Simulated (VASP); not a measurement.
# SiH₂Cl₂: convergence, self-consistent run

SiH₂Cl₂, molecule in box, 5 atoms in the cell. PBE; PAW potentials Cl, Si, H (PBE set). VASP 6.6.1. The cell is changed on purpose: last atom moved by 0.05 Å along z.

Wanted: energy within 2 meV/atom; forces within 0.01 eV/Å.

What the run is for: forces; Accuracy asked: standard.

POSCAR:
```
SiH2Cl2
1.0
   12.0000000000      0.0000000000      0.0000000000
    0.0000000000     12.0000000000      0.0000000000
    0.0000000000      0.0000000000     12.0000000000
Cl Si H
2 1 2
Direct
    0.3997250000      0.4758583300      0.6250541700
    0.4194666700      0.6083750000      0.3806125000
    0.4974666700      0.5026666700      0.4885375000
    0.5154000000      0.3951250000      0.4316791700
    0.6024416700      0.5550250000      0.5295625000
```

The series start from Plane-wave cutoff (eV): 340; Precision mode (PREC): Accurate; Electronic threshold (eV): 1e-6; Bands in all (NBANDS): 23; Aspherical gradient terms in the spheres (LASPH): yes; Projection operators (LREAL): Auto, ROPT -0.00025; Electronic algorithm: ALGO=Normal; Density mixing: defaults; Delay and inner steps: defaults. Each series keeps the choices made before it, and each single choice may use up half of a tolerance.

## Plane-wave cutoff (eV)

| Plane-wave cutoff (eV) | Energy less reference (meV/atom) | Forces, largest deviation (eV/Å) | SCF iterations | Time (s) |
|---|---|---|---|---|
| 260 | 20.2 | 0.092 | 24 | 32 |
| 300 | 9.4 | 0.042 | 23 | 38 |
| 340 | 5.0 | 0.018 | 23 | 44 |
| 390 | 2.3 | 0.006 | 24 | 58 |
| 470 | 0.8 | 0.006 | 23 | 80 |
| 590 (reference) | 0.0 | 0.000 | 23 | 126 |

Chosen: 590; the next looser run is off by more than half of the tolerance, so convergence isn't shown beyond this value.

## Precision mode (PREC)

| Precision mode (PREC) | Energy less reference (meV/atom) | Forces, largest deviation (eV/Å) | SCF iterations | Time (s) |
|---|---|---|---|---|
| SingleN | 0.2 | 0.006 | 23 | 27 |
| Normal | 0.0 | 0.006 | 23 | 57 |
| Single | 0.1 | 0.001 | 23 | 62 |
| Accurate (reference) | 0.0 | 0.000 | 23 | 126 |

Chosen: Single, the loosest value from which every tighter one stays within half of the tolerance.

## Electronic threshold (eV)

| Electronic threshold (eV) | Energy less reference (meV/atom) | Forces, largest deviation (eV/Å) | SCF iterations | Time (s) |
|---|---|---|---|---|
| 0.001 | 1.1 | 0.038 | 9 | 22 |
| 0.0001 | 0.0 | 0.000 | 19 | 46 |
| 1e-5 | 0.0 | 0.000 | 21 | 49 |
| 1e-6 | 0.0 | 0.000 | 23 | 62 |
| 1e-7 | 0.0 | 0.000 | 26 | 72 |
| 1e-8 (reference) | 0.0 | 0.000 | 29 | 79 |

Chosen: 0.0001.

## Bands in all (NBANDS)

| Bands in all (NBANDS) | Energy less reference (meV/atom) | Forces, largest deviation (eV/Å) | SCF iterations | Time (s) |
|---|---|---|---|---|
| 11 | 0.0 | 0.001 | 20 | 36 |
| 12 | 0.0 | 0.001 | 19 | 34 |
| 14 | 0.0 | 0.001 | 20 | 39 |
| 16 | 0.0 | 0.001 | 19 | 37 |
| 23 | 0.0 | 0.001 | 19 | 46 |
| 36 (reference) | 0.0 | 0.000 | 19 | 65 |

Chosen: 11.

## Aspherical gradient terms in the spheres (LASPH)

| Aspherical gradient terms in the spheres (LASPH) | Energy less reference (meV/atom) | Forces, largest deviation (eV/Å) | SCF iterations | Time (s) |
|---|---|---|---|---|
| yes | 0.0 | 0.000 | 20 | 36 |
| no | 1.0 | 0.002 | 20 | 24 |

Chosen: no, the fastest of those that stay within half of the tolerance.

## Projection operators (LREAL)

| Projection operators (LREAL) | Energy less reference (meV/atom) | Forces, largest deviation (eV/Å) | SCF iterations | Time (s) |
|---|---|---|---|---|
| Auto, ROPT -0.005 | -0.2 | 0.067 | 20 | 23 |
| Auto, ROPT -0.002 | -1.0 | 0.036 | 20 | 24 |
| Auto, ROPT -0.001 | -0.4 | 0.024 | 20 | 26 |
| Auto, ROPT -0.0005 | -0.1 | 0.004 | 20 | 23 |
| Auto, ROPT -0.00025 | -0.1 | 0.003 | 20 | 24 |
| Auto, ROPT -0.0001 | -0.2 | 0.001 | 20 | 27 |
| False (reference) | 0.0 | 0.000 | 20 | 28 |

Chosen: Auto, ROPT -0.0005.

## Electronic algorithm

| Electronic algorithm | Energy less reference (meV/atom) | Forces, largest deviation (eV/Å) | SCF iterations | Time (s) |
|---|---|---|---|---|
| ALGO=Normal | 0.0 | 0.000 | 20 | 23 |
| ALGO=Fast | 0.1 | 0.003 | 17 | 20 |
| ALGO=VeryFast | 0.0 | 0.001 | 24 | 21 |
| ALGO=All ISEARCH=1 | 0.0 | 0.009 | 13 | 16 |
| ALGO=All ISEARCH=0 | 0.0 | 0.009 | 13 | 19 |
| ALGO=Damped TIME=0.4 | 0.0 | 0.002 | 26 | 30 |
| ALGO=Damped TIME=0.1 | 0.0 | 0.012 | 52 | 56 |

Chosen: ALGO=Normal; no other choice that stays within half of the tolerance saves 30 % of the time.

## Density mixing

| Density mixing | Energy less reference (meV/atom) | Forces, largest deviation (eV/Å) | SCF iterations | Time (s) |
|---|---|---|---|---|
| defaults | 0.0 | 0.000 | 20 | 23 |
| AMIN=0.01 | 0.0 | 0.000 | 20 | 23 |
| AMIX=0.2 AMIN=0.01 | 1.4 | 0.013 | 12 | 18 |
| BMIX=3.0 AMIN=0.01 | 0.0 | 0.001 | 34 | 50 |
| AMIX=0.1 BMIX=0.0001 | 0.0 | 0.009 | 13 | 22 |
| AMIX=0.6 | 0.0 | 0.001 | 17 | 23 |
| AMIX=0.4 IMIX=1 | 1.1 | 0.021 | 15 | 20 |
| AMIX=0.1 | 0.0 | 0.009 | 13 | 19 |

Chosen: defaults.

## Delay and inner steps

| Delay and inner steps | Energy less reference (meV/atom) | Forces, largest deviation (eV/Å) | SCF iterations | Time (s) |
|---|---|---|---|---|
| defaults | 0.0 | 0.000 | 20 | 23 |
| NELMDL=-2 | 0.2 | 0.001 | 21 | 34 |
| NELMDL=-8 | 0.0 | 0.000 | 22 | 36 |
| NELMDL=-12 | 0.0 | 0.000 | 26 | 29 |
| NRMM=2 | 0.0 | 0.001 | 19 | 27 |
| NRMM=6 | 0.0 | 0.001 | 21 | 28 |
| WEIMIN=0.001 | 0.0 | 0.000 | 20 | 30 |

Chosen: defaults.

## All choices together

| Input | Energy less reference (meV/atom) | Forces, largest deviation (eV/Å) | Time (s) |
|---|---|---|---|
| the program's defaults (naive) | 17.3 | 0.084 | 7.2 |
| chosen settings | 1.0 | 0.004 | 23 |
| reference settings throughout | 0.0 | 0.000 | 190 |

The chosen settings stay within the tolerance of the reference run, but the reference itself isn't shown to be converged in: Plane-wave cutoff (eV).

## The input

INCAR:
```
SYSTEM = SiH2Cl2
  GGA = PE
  ISMEAR = 0
  SIGMA = 0.03
  LWAVE = .False.
  LCHARG = .False.
  ISIF = 0
  PREC = Single
  LASPH = .False.
  LREAL = Auto
  ALGO = Normal
  EDIFF = 1E-4
  NELM = 120
  GGA_COMPAT = .False.
  ENCUT = 590
  EFERMI = MIDGAP
  NBANDS = 11
  ROPT = -0.0005 -0.0005 -0.0005
```

KPOINTS:
```
k-points
0
Gamma
  1 1 1
```

Commands:
```
cat potpaw_PBE.64/Cl/POTCAR potpaw_PBE.64/Si/POTCAR potpaw_PBE.64/H/POTCAR > POTCAR
mpirun -np 1 vasp_gam > vasp.out
```

The chosen input took VASP 6.6.1 23 s on 1 core (Intel Xeon 6975P-C (Granite Rapids)), a shared host.

## An input that fails: cutoff far too low

It runs to its end, but against the unchanged starting input it is off by 678.9 meV/atom in the energy, 0.574 eV/Å in the forces.

Changes against the starting input:
```
- NELM = 120
- ENCUT = 340
+ NELM = 54
+ ENCUT = 90
```
